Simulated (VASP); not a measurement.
Here is the system:

```yaml
crystal:
  lattice:
    - [-3.11961, 3.11961, 1.68219]
    - [3.11961, -3.11961, 1.68219]
    - [3.11961, 3.11961, -1.68219]
  atoms:
    - { symbol: Sn, position: [0.25000, 0.75000, 0.50000] }
    - { symbol: Sn, position: [0.00000, 0.00000, 0.00000] }
```

Computed with vdW-DF2, VASP's PBE PAW potentials (set 64) (plane waves; VASP 6.6.1). Run with 520 eV cut-off, Gaussian smearing of 0.050 eV, potentials Sn_d.

Unless said otherwise, spin-orbit coupling is left out, though it shifts the bands of the heavy elements here.

Task: Predict the band gap (along the path) with the smallest direct gap where there is one.

Result: 
```json
{
 "band gap (along the path)": "none (metal, semimetal or under 0.01 eV)"
}
```

The absolute energy has meaning only against runs of the same code, potentials and settings.

The compound is Sn in the beta structure. It was relaxed first, which changed the volume by +21 %.
